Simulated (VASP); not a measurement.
**Which native defect does TiSi2 form most easily?**

Wanted: a map of the native defects of TiSi2, all in one supercell and at one level. The start is a computed cell from the Materials Project.

Method: LDA; plane waves and PAW (Ti, Si), in the first sound run; inputs show where later runs differ, in VASP 6.6.1.

This is a report of a sequence of runs, with most program output left out.

**1. The host crystal**

Symmetry: Cmcm, No. 63, orthorhombic system. Conventional cell: a = 3.530 Å, b = 13.519 Å, c = 3.565 Å, α = 90.00°, β = 90.00°, γ = 90.00°. Nearest to Ti lie 10 Si at 2.58 to 2.81 Å. Si has 4 Si at 2.51 Å and 4 Ti at 2.66 to 2.67 Å nearest. Si has 2 Si at 2.38 Å and 6 Ti at 2.58 to 2.81 Å nearest. Farther neighbours are not listed.

**2. Relaxing the host crystal**

The later steps need the crystal at this functional's own lattice; a raised cutoff keeps the stress reliable while the cell changes.

Contents of INCAR:

```
SYSTEM = TiSi2
PREC = Accurate
ENCUT = 350
EDIFF = 1E-06
NELM = 120
ISMEAR = 0
SIGMA = 0.05
LREAL = .FALSE.
ALGO = Normal
GGA = CA
NBANDS = 18
LASPH = .TRUE.
LORBIT = 11
LWAVE = .FALSE.
LCHARG = .FALSE.
KPAR = 8
IBRION = 2
NSW = 40
ISIF = 3
EDIFFG = -0.02
POTIM = 0.4
```

Contents of POSCAR:

```
TiSi2
1.0
    1.7651050250     -6.7592815350      0.0000000000
    1.7651050250      6.7592815350      0.0000000000
    0.0000000000      0.0000000000      3.5651739700
Ti Si
2 4
Direct
    0.1031180800      0.8968819200      0.2500000000
    0.8968819200      0.1031180800      0.7500000000
    0.7503148200      0.2496851800      0.2500000000
    0.2496851800      0.7503148200      0.7500000000
    0.4417485500      0.5582514500      0.2500000000
    0.5582514500      0.4417485500      0.7500000000
```

Contents of KPOINTS:

```
Automatic mesh
0
Gamma
6 6 5
0 0 0
```

PAW data sets: Ti and Si (LDA family, release 64).

The run is started by

```console
$ mpirun -np 8 vasp_std
```

Run time: 34 s. Hardware: 8 MPI ranks of AMD EPYC 7R43, shared host; peak memory 1.6 GiB; 4.3 min of CPU time.

The k-mesh is coarse for a metal. The data set Ti keeps the semicore shell frozen, which is cheaper and a little less accurate. The run keeps the 8 symmetry operations of its start, so it cannot find a distortion of lower symmetry.

Step by step:

```csv
step,energy less that of the first step (eV),largest force (eV/Å),pressure (GPa),volume (Å³)
1,0.0000,0.1102,-5.36,85.07
2,-0.0405,0.2523,3.12,80.49
3,-0.0541,0.2019,0.10,81.97
4,-0.0597,0.1164,0.07,81.83
5,-0.0617,0.0469,0.06,81.70
6,-0.0624,0.0168,-0.07,81.74
```

```csv
"conventional cell, symmetrised",before,after,change
a (Å),3.530,3.487,-1.2 %
b (Å),13.519,13.245,-2.0 %
c (Å),3.565,3.540,-0.7 %
volume (Å³/atom),14.18,13.62,-3.9 %
```

The atoms that moved most (Å, as changes of fractional coordinates times the final cell):

```csv
atom,dx,dy,dz,length
Si6,0.000,-0.020,0.000,0.020
Si5,0.000,0.020,0.000,0.020
Ti1,0.000,0.011,0.000,0.011
Ti2,0.000,-0.011,0.000,0.011
```

The relaxed structure:

```xyz
6
Lattice="1.7433 -6.6224 0.0000 1.7433 6.6224 0.0000 0.0000 0.0000 3.5402" Properties=species:S:1:pos:R:3 pbc="T T T"
Ti    1.7433    5.2672    0.8850
Ti    1.7433   -5.2672    2.6551
Si    1.7433   -3.3178    0.8850
Si    1.7433    3.3178    2.6551
Si    1.7433    0.7911    0.8850
Si    1.7433   -0.7911    2.6551
```

This step gave:

```
electronic cycles                               : 49
electrons                                       : 24
free energy (TOTEN)                             : -44.93 eV
energy at zero smearing                         : -44.93 eV
Fermi energy                                    : 8.764 eV
labelled metallic, from the levels on this mesh : yes
```

The run ended after 6 ionic steps, 0.062 eV below its first step, once forces and stress met EDIFFG = -0.02.

**3. The perfect supercell**

System of this step: TiSi2. Symmetry: Cmcm, No. 63, orthorhombic system. Conventional cell: a = 3.487 Å, b = 13.245 Å, c = 3.540 Å, α = 90.00°, β = 90.00°, γ = 90.00°. Nearest to Ti lie 10 Si at 2.55 to 2.77 Å. Nearest to Si lie 4 Si at 2.48 Å and 4 Ti at 2.63 Å. Nearest to Si lie 2 Si at 2.37 Å and 6 Ti at 2.55 to 2.77 Å. Farther neighbours are not listed.

The same cell, mesh and cutoff without the defect give the energy to subtract and, in a gapped host, the band edges to count from, so that most errors cancel.

Contents of INCAR:

```
SYSTEM = TiSi2
PREC = Normal
ENCUT = 300
EDIFF = 1E-05
NELM = 120
ISMEAR = 1
SIGMA = 0.2
LREAL = Auto
ALGO = Fast
GGA = CA
NBANDS = 104
LASPH = .TRUE.
LORBIT = 11
LWAVE = .FALSE.
LCHARG = .FALSE.
KPAR = 4
NCORE = 2
```

Contents of POSCAR:

```
TiSi2
1.0
    1.7433413960      6.6223680439      3.5401535013
    1.7433413960     -6.6223680439      3.5401535013
   10.4600483760      0.0000000000      0.0000000000
Ti Si
12 24
Direct
    0.5226798965      0.7273201035      0.1250000000
    0.5226798965      0.7273201035      0.4583333333
    0.0226798965      0.2273201035      0.2916666667
    0.5226798965      0.7273201035      0.7916666667
    0.0226798965      0.2273201035      0.6250000000
    0.0226798965      0.2273201035      0.9583333333
    0.9773201035      0.7726798965      0.0416666667
    0.9773201035      0.7726798965      0.3750000000
    0.4773201035      0.2726798965      0.2083333333
    0.9773201035      0.7726798965      0.7083333333
    0.4773201035      0.2726798965      0.5416666667
    0.4773201035      0.2726798965      0.8750000000
    0.8745008268      0.3754991732      0.1250000000
    0.8745008268      0.3754991732      0.4583333333
    0.3745008268      0.8754991732      0.2916666667
    0.8745008268      0.3754991732      0.7916666667
    0.3745008268      0.8754991732      0.6250000000
    0.3745008268      0.8754991732      0.9583333333
    0.6254991732      0.1245008268      0.0416666667
    0.6254991732      0.1245008268      0.3750000000
    0.1254991732      0.6245008268      0.2083333333
    0.6254991732      0.1245008268      0.7083333333
    0.1254991732      0.6245008268      0.5416666667
    0.1254991732      0.6245008268      0.8750000000
    0.1847297764      0.0652702236      0.1250000000
    0.1847297764      0.0652702236      0.4583333333
    0.6847297764      0.5652702236      0.2916666667
    0.1847297764      0.0652702236      0.7916666667
    0.6847297764      0.5652702236      0.6250000000
    0.6847297764      0.5652702236      0.9583333333
    0.3152702236      0.4347297764      0.0416666667
    0.3152702236      0.4347297764      0.3750000000
    0.8152702236      0.9347297764      0.2083333333
    0.3152702236      0.4347297764      0.7083333333
    0.8152702236      0.9347297764      0.5416666667
    0.8152702236      0.9347297764      0.8750000000
```

Contents of KPOINTS:

```
Automatic mesh
0
Gamma
4 4 3
0 0 0
```

The run is started by

```console
$ mpirun -np 8 vasp_std
```

The job ended after 49 s (8 MPI ranks; peak memory 1.8 GiB).

This step gave:

| Item | Value |
| --- | --- |
| electronic cycles | 18 |
| electrons | 144 |
| free energy (TOTEN) | -269.5110 eV |
| energy at zero smearing | -269.5065 eV |
| Fermi energy | 8.750 eV |

The host is treated as a metal, as its relaxation found a gap under 0.3 eV or none, and only the neutral defect is run.

**4. Reference Si**

This step: LDA; plane waves and PAW (Si) (VASP 6.6.1).

System of this step: Si. Symmetry: Fd-3m, No. 227, cubic system. Conventional cell: a = 5.430 Å, b = 5.430 Å, c = 5.430 Å, α = 90.00°, β = 90.00°, γ = 90.00°. Nearest to Si lie 4 Si at 2.35 Å.

The reference for Si is its crystal, relaxed at the cutoff of the large cell.

Contents of INCAR:

```
SYSTEM = Si
PREC = Normal
ENCUT = 300
EDIFF = 1E-05
NELM = 120
ISMEAR = 0
SIGMA = 0.1
LREAL = Auto
ALGO = Fast
GGA = CA
NBANDS = 10
LORBIT = 11
LWAVE = .FALSE.
LCHARG = .FALSE.
KPAR = 8
IBRION = 2
NSW = 25
ISIF = 3
EDIFFG = -0.02
POTIM = 0.4
```

Contents of POSCAR:

```
Si
1.0
    0.0000000000      2.7150000000      2.7150000000
    2.7150000000      0.0000000000      2.7150000000
    2.7150000000      2.7150000000      0.0000000000
Si
2
Direct
    0.0000000000      0.0000000000      0.0000000000
    0.2500000000      0.2500000000      0.2500000000
```

Contents of KPOINTS:

```
Automatic mesh
0
Gamma
9 9 9
0 0 0
```

Potentials, in the order of the species: Si (LDA family, release 64).

The run is started by

```console
$ mpirun -np 8 vasp_std
```

It took 1.6 s on 8 MPI ranks; peak memory 0.61 GiB.

The gap is read on the k-mesh alone, so it is an upper bound where the band edges lie off the mesh. The run keeps the 48 symmetry operations of its start, so it cannot find a distortion of lower symmetry.

Step by step:

```csv
step,energy less that of the first step (eV),largest force (eV/Å),pressure (GPa),volume (Å³)
1,0.0000,0.0000,-1.61,40.03
2,-0.0026,0.0000,0.62,39.10
3,-0.0032,0.0000,0.01,39.38
```

```csv
"conventional cell, symmetrised",before,after,change
a (Å),5.430,5.401,-0.5 %
b (Å),5.430,5.401,-0.5 %
c (Å),5.430,5.401,-0.5 %
volume (Å³/atom),20.01,19.69,-1.6 %
```

The relaxed structure:

```
Si
1.0
     0.00000    2.70030    2.70030
     2.70030    0.00000    2.70030
     2.70030    2.70030    0.00000
Si
2
Direct
  0.00000 0.00000 0.00000
  0.25000 0.25000 0.25000
```

Numbers from this step:

| Property | Result |
| --- | --- |
| electronic cycles | 20 |
| electrons | 8 |
| free energy (TOTEN) | -11.92 eV |
| Fermi energy | 6.163 eV |
| labelled metallic, from the levels on this mesh | no |
| gap on the k-mesh | 0.4497 eV |
| least direct gap on the k-mesh | 2.533 eV |

The run ended after 3 ionic steps, 0.003 eV below its first step, once forces and stress met EDIFFG = -0.02.

Energy at zero smearing: -11.91500 eV.

**5. Reference Ti**

This step: LDA; plane waves and PAW (Ti) (VASP 6.6.1).

System of this step: Ti. Symmetry: P6_3/mmc, No. 194, hexagonal system. Conventional cell: a = 2.950 Å, b = 2.950 Å, c = 4.685 Å, α = 90.00°, β = 90.00°, γ = 120.00°. Ti has 12 Ti at 2.90 to 2.95 Å nearest.

The reference for Ti is its crystal, relaxed at the cutoff of the large cell.

Changes to INCAR since step 4:

```diff
@@ -1,2 +1,2 @@
-SYSTEM = Si
+SYSTEM = Ti
 PREC = Normal
@@ -5,3 +5,3 @@
 NELM = 120
-ISMEAR = 0
+ISMEAR = 1
 SIGMA = 0.1
@@ -11,2 +11,3 @@
 NBANDS = 10
+LASPH = .TRUE.
 LORBIT = 11
```

Contents of POSCAR:

```
Ti
1.0
    2.9500000000      0.0000000000      0.0000000000
   -1.4750000000      2.5547749412      0.0000000000
    0.0000000000      0.0000000000      4.6846000000
Ti
2
Direct
    0.0000000000      0.0000000000      0.0000000000
    0.3333333333      0.6666666667      0.5000000000
```

Contents of KPOINTS:

```
Automatic mesh
0
Gamma
10 10 6
0 0 0
```

The projector-augmented-wave data sets are Ti (LDA family, release 64).

The run is started by

```console
$ mpirun -np 8 vasp_std
```

Elapsed: 4 s, on 8 MPI ranks; peak memory 0.65 GiB.

After so large a change of volume the plane waves of the start cell no longer fit, so the final stress carries a basis-set error. The run keeps the 24 symmetry operations of its start, so it cannot find a distortion of lower symmetry.

The steps of the relaxation:

```csv
step,energy less that of the first step (eV),largest force (eV/Å),pressure (GPa),volume (Å³)
1,0.0000,0.0000,-11.36,35.31
2,-0.1091,0.0000,6.41,30.43
3,-0.1353,0.0000,0.02,31.80
4,-0.1352,0.0000,-0.30,31.87
5,-0.1355,0.0000,-0.21,31.87
6,-0.1357,0.0000,-0.18,31.86
```

```csv
"conventional cell, symmetrised",before,after,change
a (Å),2.950,2.861,-3.0 %
b (Å),2.950,2.861,-3.0 %
c (Å),4.685,4.496,-4.0 %
volume (Å³/atom),17.65,15.93,-9.8 %
```

The relaxed structure:

```cif
data_structure
_symmetry_space_group_name_H-M 'P 1'
_symmetry_Int_Tables_number 1
_cell_length_a 2.8606
_cell_length_b 2.8606
_cell_length_c 4.4962
_cell_angle_alpha 90.000
_cell_angle_beta 90.000
_cell_angle_gamma 120.000
_cell_volume 31.86
loop_
_atom_site_label
_atom_site_type_symbol
_atom_site_fract_x
_atom_site_fract_y
_atom_site_fract_z
_atom_site_occupancy
Ti1 Ti 0.00000 0.00000 0.00000 1
Ti2 Ti 0.33333 0.66667 0.50000 1
```

Numbers from this step:

```yaml
electronic_cycles: 39
free_energy_toten: -17.06 eV
energy_at_zero_smearing: -17.06 eV
fermi_energy: 3.511 eV
labelled_metallic_from_the_levels_on_this_mesh: yes
```

The run ended after 6 ionic steps, 0.136 eV below its first step, once forces and stress met EDIFFG = -0.02.

Energy at zero smearing: -17.06259 eV.

**6. The defect cell, 35 atoms, defect Ti vacancy**

This step: LDA; plane waves and PAW (Ti, Si) (VASP 6.6.1).

System of this step: Ti11Si24. The cell holds 35 atoms: 11 Ti and 24 Si. Cell: a = 7.709 Å, b = 7.709 Å, c = 10.460 Å, α = 76.9°, β = 76.9°, γ = 118.4°. It derives from TiSi2. Nearest the centre at fractional (0.523, 0.727, 0.125): Si32 at 2.55 Å, Si30 at 2.55 Å, Si31 at 2.55 Å, Si35 at 2.55 Å, Si17 at 2.63 Å, Si14 at 2.63 Å, Si18 at 2.63 Å, Si20 at 2.63 Å.

The host is treated as a metal, since its gap is under 0.3 eV or closed. The run keeps 2 symmetry operations, which cuts the number of k-points but bars distortions that break them. The atoms relax at the host's fixed cell.

Contents of INCAR:

```
SYSTEM = Ti11Si24
PREC = Normal
ENCUT = 300
EDIFF = 1E-05
NELM = 120
ISMEAR = 1
SIGMA = 0.2
LREAL = Auto
ALGO = Fast
GGA = CA
NBANDS = 96
LASPH = .TRUE.
LORBIT = 11
LWAVE = .FALSE.
LCHARG = .TRUE.
KPAR = 4
NCORE = 2
IBRION = 2
NSW = 50
ISIF = 2
EDIFFG = -0.03
POTIM = 0.4
MAXMIX = 40
ISYM = 2
```

Contents of POSCAR:

```
Ti11Si24
1.0
    1.7433413960      6.6223680439      3.5401535013
    1.7433413960     -6.6223680439      3.5401535013
   10.4600483760      0.0000000000      0.0000000000
Ti Si
11 24
Direct
    0.5226799000      0.7273201000      0.4583333300
    0.0226799000      0.2273201000      0.2916666700
    0.5226799000      0.7273201000      0.7916666700
    0.0226799000      0.2273201000      0.6250000000
    0.0226799000      0.2273201000      0.9583333300
    0.9773201000      0.7726799000      0.0416666700
    0.9773201000      0.7726799000      0.3750000000
    0.4773201000      0.2726799000      0.2083333300
    0.9773201000      0.7726799000      0.7083333300
    0.4773201000      0.2726799000      0.5416666700
    0.4773201000      0.2726799000      0.8750000000
    0.8745008300      0.3754991700      0.1250000000
    0.8745008300      0.3754991700      0.4583333300
    0.3745008300      0.8754991700      0.2916666700
    0.8745008300      0.3754991700      0.7916666700
    0.3745008300      0.8754991700      0.6250000000
    0.3745008300      0.8754991700      0.9583333300
    0.6254991700      0.1245008300      0.0416666700
    0.6254991700      0.1245008300      0.3750000000
    0.1254991700      0.6245008300      0.2083333300
    0.6254991700      0.1245008300      0.7083333300
    0.1254991700      0.6245008300      0.5416666700
    0.1254991700      0.6245008300      0.8750000000
    0.1847297800      0.0652702200      0.1250000000
    0.1847297800      0.0652702200      0.4583333300
    0.6847297800      0.5652702200      0.2916666700
    0.1847297800      0.0652702200      0.7916666700
    0.6847297800      0.5652702200      0.6250000000
    0.6847297800      0.5652702200      0.9583333300
    0.3152702200      0.4347297800      0.0416666700
    0.3152702200      0.4347297800      0.3750000000
    0.8152702200      0.9347297800      0.2083333300
    0.3152702200      0.4347297800      0.7083333300
    0.8152702200      0.9347297800      0.5416666700
    0.8152702200      0.9347297800      0.8750000000
```

Contents of KPOINTS:

```
Automatic mesh
0
Gamma
4 4 3
0 0 0
```

PAW data sets: Ti and Si (LDA family, release 64).

The run is started by

```console
$ mpirun -np 8 vasp_std
```

Elapsed: 4.6 min, on 8 MPI ranks; peak memory 1.9 GiB; 37 min of CPU time.

The run keeps the 2 symmetry operations of its start, so it cannot find a distortion of lower symmetry.

The steps of the relaxation:

```csv
step,energy less that of the first step (eV),largest force (eV/Å)
1,0.0000,0.9314
2,-0.1641,0.6207
3,-0.2837,0.4159
4,-0.3511,0.2164
5,-0.3683,0.1746
6,-0.3779,0.0841
7,-0.3781,0.0884
8,-0.3807,0.0922
9,-0.3810,0.0961
10,-0.3821,0.0405
11,-0.3823,0.0330
12,-0.3827,0.0159
```

The atoms that moved most (Å):

```csv
atom,dx,dy,dz,length
Si32,-0.124,-0.070,-0.074,0.160
Si30,0.124,-0.070,0.074,0.160
Si31,-0.110,-0.073,0.060,0.145
Si35,0.110,-0.073,-0.060,0.145
Si24,0.000,-0.099,0.000,0.099
Si18,-0.003,0.088,-0.024,0.091
Si20,0.003,0.088,0.024,0.091
Si17,0.018,0.047,-0.003,0.050
```

The relaxed structure:

```
Ti Si
1.0
     1.74334    6.62237    3.54015
     1.74334   -6.62237    3.54015
    10.46005    0.00000    0.00000
Ti Si
11 24
Cartesian
  6.9601 -1.3426 4.4355
  3.4812 -1.3400 0.8574
  10.4734 -1.3426 4.4149
  6.9734 -1.3256 0.8850
  10.4656 -1.3400 0.9126
  3.4991 1.3757 6.2189
  6.9700 1.3774 6.2036
  3.4743 1.3757 2.6314
  10.4534 1.3575 6.1888
  6.9801 1.3575 2.6616
  10.4634 1.3774 2.6468
  3.4867 3.2926 4.4252
  6.9692 3.3023 4.4180
  5.2121 -3.2710 4.4286
  10.4642 3.3023 4.4324
  8.7167 -3.3221 4.4252
  12.2213 -3.2710 4.4218
  1.7406 3.4053 2.6309
  5.2334 3.3160 2.6536
  3.4894 -3.2171 2.6793
  8.7130 3.3243 2.6481
  6.9771 -3.2980 2.6621
  10.4567 -3.3064 2.6567
  1.7433 0.6919 0.8850
  5.2293 0.7647 0.9102
  5.1984 0.7602 4.4229
  8.7175 0.7647 0.8599
  8.7167 0.8173 4.4252
  12.2350 0.7602 4.4275
  1.8669 -0.8613 2.7292
  5.1201 -0.8637 2.7147
  5.1065 -0.8613 6.1211
  8.7109 -0.7709 2.6606
  8.7225 -0.7709 6.1898
  12.3133 -0.8637 6.1356
```

Numbers from this step:

```yaml
electronic_cycles: 126
electrons: 140
free_energy_toten: -257.9361 eV
energy_at_zero_smearing: -257.9384 eV
fermi_energy: 8.329 eV
```

Valence density in the ac plane at fractional y = 0.727, through the centre, with atoms of Ti within 0.45 Å of it. It is the smooth field of the valence electrons, not physical close to the nuclei.

Values in e/Å³, 13 rows by 16 columns, each cell a mean:
```
0.2 0.3 0.3 0.4 0.4 0.3 0.3 0.2 0.2 0.2 0.3 0.4 0.4 0.3 0.2 0.2
0.2 0.3 0.4 0.4 0.4 0.3 0.3 0.3 0.3 0.3 0.3 0.3 0.4 0.3 0.2 0.2
0.3 0.3 0.4 0.4 0.4 0.3 0.3 0.6 1.0 0.7 0.3 0.2 0.2 0.2 0.3 0.3
0.5 0.3 0.3 0.3 0.4 0.3 0.3 0.3 0.4 0.4 0.2 0.2 0.2 0.2 0.6 0.9
0.3 0.3 0.3 0.3 0.3 0.3 0.3 0.2 0.2 0.2 0.3 0.3 0.4 0.3 0.3 0.4
0.2 0.3 0.4 0.4 0.4 0.3 0.2 0.2 0.2 0.2 0.3 0.4 0.4 0.4 0.2 0.2
0.2 0.3 0.4 0.4 0.4 0.3 0.3 0.6 0.8 0.5 0.3 0.2 0.3 0.3 0.3 0.2
0.4 0.3 0.3 0.4 0.4 0.3 0.3 0.4 0.7 0.6 0.3 0.2 0.2 0.2 0.5 0.7
0.4 0.2 0.3 0.3 0.3 0.3 0.3 0.2 0.2 0.2 0.3 0.3 0.3 0.2 0.4 0.6
0.2 0.3 0.4 0.4 0.4 0.3 0.2 0.1 0.1 0.2 0.3 0.4 0.4 0.3 0.2 0.2
0.2 0.3 0.4 0.4 0.4 0.2 0.1 0.1 0.0 0.1 0.1 0.3 0.3 0.3 0.2 0.2
0.3 0.3 0.3 0.4 0.4 0.2 0.1 0.0 0.0 0.0 0.1 0.1 0.2 0.2 0.4 0.5
0.5 0.3 0.3 0.3 0.4 0.3 0.2 0.1 0.1 0.1 0.1 0.2 0.2 0.2 0.5 0.8
```
Columns run along a (7.7 Å), rows up along c (10.5 Å). Atoms in or near the plane, at fractional coordinates: Ti at (0.53, 0.46), Ti at (0.52, 0.79), Ti at (0.98, 0.04), Ti at (0.98, 0.37), Ti at (0.98, 0.71).

The run ended after 12 ionic steps, 0.383 eV below its first step, once the forces on the free atoms met EDIFFG = -0.03.

The 10 first neighbours (Si) lie 2.62 Å from the site on average (2.55 to 2.77) in the perfect crystal and 2.53 Å on average after the relaxation (-3.5 %, spread from 2.40 to 2.72 Å).

**7. Energies of this defect, 35 atoms, defect vacancy, element Ti**

This step: point defect, LDA; plane waves and PAW (VASP 6.6.1).

This step runs nothing: it gathers the runs above.

This step gave:

```yaml
formation_energy_of_the_neutral_defect: 3.037 eV
host_formation_enthalpy: -0.6709 eV/atom
```

Formation energy:

```csv
formation energy (eV),largest move (Å)
3.037,0.1603
```

E_f is E(defect cell) less E(perfect cell), corrected for the atoms exchanged with their references.

References, in eV an atom: Si -5.958 (crystal Fd-3m) and Ti -8.531 (crystal P6_3/mmc). They were run at the supercell's cutoff and functional, without U, and count both elements from their own phases.

The formation energy is 3.037 eV, and the largest move of an atom 0.16 Å.

(Continued in part 2 of 2.)

[Lines on the potential files, build, host, timing and source positions are cut from VASP's logs without a mark.]

[Logs are printed without paths, hosts, clocks, repeated set-up lines and the standing remarks that a program may print on its own settings, such as how far it seeks lower states.]

[Hosts, paths, dates, database ids (printed as entryN), source tags and the programs' standing remarks are cut or masked in the printed files.]

[In band tables of VASP the shares of atoms and orbitals are scaled to a sum of 1 inside the atoms' spheres.]

[Runs that stopped without an error message from VASP are left out.]
